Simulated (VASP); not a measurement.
An input for Quantum ESPRESSO's pw.x (written as the equivalent of a VASP run, and not itself run):

```
&CONTROL
  calculation = 'vc-relax'
  pseudo_dir = './pseudo'
  outdir = './out'
  tprnfor = .true.
  tstress = .true.
  nstep = 60
  forc_conv_thr = 0.00078
/
&SYSTEM
  ibrav = 0
  nat = 3
  ntyp = 2
  ecutwfc = 86
  occupations = 'smearing'
  smearing = 'methfessel-paxton'
  degauss = 0.00735
  input_dft = 'pbesol'
/
&ELECTRONS
  conv_thr = 7.3e-08
  electron_maxstep = 100
/
&IONS
/
&CELL
/
ATOMIC_SPECIES
  Ti 47.867 Ti.upf
  Se 78.971 Se.upf
CELL_PARAMETERS angstrom
     1.7355842   -3.0061201    0.0000000
     1.7355842    3.0061201   -0.0000000
     0.0000000    0.0000000    6.0184413
ATOMIC_POSITIONS crystal
  Ti   0.0000000  0.0000000  0.0000000
  Se   0.3333330  0.6666670  0.2570712
  Se   0.6666670  0.3333330  0.7429288
K_POINTS automatic
  9 9 5 0 0 0
```

Q: Write the VASP files for the same calculation (PBEsol).

A: One answer among several that fit: 
KPOINTS:
```
Automatic mesh
0
G
 9 9 5
0 0 0
```

### INCAR
```
SYSTEM=TiSe2
PREC=Accurate; ENCUT=400; LREAL=.FALSE.
LASPH=.TRUE.
EDIFF=1E-6; NELM=100; ALGO=Normal
LMAXMIX=4
ISMEAR=1; SIGMA=0.1
GGA=PS
IBRION=2; NSW=60; ISIF=3
EDIFFG=-0.02
LWAVE=.FALSE.; LCHARG=.FALSE.
```

**POSCAR**
```
TiSe2
1
    1.7355841859    -3.0061200573     0.0000000000
    1.7355841859     3.0061200573    -0.0000000000
    0.0000000000     0.0000000000     6.0184413228
Ti Se
1 2
Direct
  0.0000000000   0.0000000000   0.0000000000
  0.3333330000   0.6666670000   0.2570711742
  0.6666670000   0.3333330000   0.7429288258
```

POTCAR, in this order: Ti_sv Se (PBE.64 set). Program: vasp_std.

Limits of the translation: the potentials are each code's own (VASP's PAW set, PseudoDojo norm-conserving files in pw.x), so ENCUT and ecutwfc are chosen apart and not converted; conv_thr bounds pw.x's estimated SCF error, while EDIFF bounds the energy change between steps; forc_conv_thr acts on force components and is met together with etot_conv_thr.

The compound is TiSe2 in the 1T layered structure. This run relaxes it. Symmetry was kept, so distortions that lower it aren't found. The start is the result of an earlier pass.
